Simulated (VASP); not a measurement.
An input for Ansatz (written as the equivalent of a VASP run, and not itself run):

Ansatz 0.2 input:
```yaml
crystal:
  lattice:
    - [0.0000000, 2.1650000, 2.1650000]
    - [2.1650000, 0.0000000, 2.1650000]
    - [2.1650000, 2.1650000, 0.0000000]
  atoms:
    - { symbol: Ti, position: [0.0000000, 0.0000000, 0.0000000] }
    - { symbol: C, position: [0.5000000, 0.5000000, 0.5000000] }
kpoints:
  mp_grid: { grid: [13, 13, 13] }
hamiltonian:
  xc: pbe
  pseudopotentials: { kind: paw }
scf:
  occupations: { method: methfessel_paxton, width: 0.1 }
  max_iter: 100
output: { forces: true, stress: true, eigenvalues: true }
```

Task: Translate this input to VASP (INCAR, KPOINTS, POSCAR, choice of POTCAR).

Result: One answer among several that fit: 
### KPOINTS
```
Automatic mesh
0
Gamma
13 13 13
0 0 0
```

File POSCAR:
```
TiC
1
    0.0000000000     2.1650000000     2.1650000000
    2.1650000000     0.0000000000     2.1650000000
    2.1650000000     2.1650000000     0.0000000000
Ti C
1 1
Direct
  0.0000000000   0.0000000000   0.0000000000
  0.5000000000   0.5000000000   0.5000000000
```

### INCAR
```
! general
SYSTEM   =  TiC
PREC     =  Accurate
ENCUT    =  520
LREAL    =  F
LASPH    =  T

! electronic loop
EDIFF    =  1E-6
NELM     =  100
ALGO     =  Normal
IMIX     =  1
AMIX     =  0.1
BMIX     =  3.0
LMAXMIX  =  4

! smearing
ISMEAR   =  1
SIGMA    =  0.1

! functional
GGA      =  PE

! ions
ISIF     =  2

! output
LWAVE    =  F
LCHARG   =  F
```

POTCAR, in this order: Ti_sv C (PBE.64 set). Program: vasp_std.

Limits of the translation: each code has its own PAW files, so the cut-off isn't converted (ENCUT is set for VASP's; basis.ecutwfc is left out, and Ansatz then takes the one that its files recommend); Ansatz stops its SCF on the density residual and VASP on the energy change (EDIFF).

The compound is TiC in the rock salt structure. The cell was not relaxed at this level. The run is one of a series of settings (AMIX = 0.1, BMIX = 3.0, IMIX = 1 against the base run), some of them coarse on purpose.
